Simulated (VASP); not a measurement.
Consider the following.

```xyz
8
Lattice="4.4643 0.0000 0.0000 0.0000 4.4643 0.0000 0.0000 0.0000 4.4643" Properties=species:S:1:pos:R:3 pbc="T T T"
Mn     3.8516     2.8449     1.6195
Mn     1.6195     3.8516     2.8449
Mn     0.6127     0.6127     0.6127
Mn     2.8449     1.6195     3.8516
Si     0.6899     1.5422     2.9221
Si     2.9221     0.6899     1.5422
Si     3.7744     3.7744     3.7744
Si     1.5422     2.9221     0.6899
```
Starting moments (μB, in the order of the record's atoms Mn Mn Mn Mn Si Si Si Si): 0.9 0.9 0.9 0.9 0.0 0.0 0.0 0.0.

Method: PBEsol GGA, VASP's PBE PAW potentials (set 64) (plane waves; VASP). Run with 400 eV cut-off, Gaussian smearing of 0.050 eV, potentials Mn_pv Si.

The moments were started parallel, and other spin orders were not tried in this run.

Q: What does the run give for the cell moment, band gap (along the path) with the smallest direct gap where there is one?

A: 
```
Quantity                                                     Result
-------------------------  ----------------------------------------
band gap (along the path)  none (metal, semimetal or under 0.01 eV)
cell moment                                                 3.77 μB
```

Only differences to runs with the same potentials and settings are physical.

The compound is MnSi in the B20 structure. It was relaxed first, which changed the volume by -6 %.
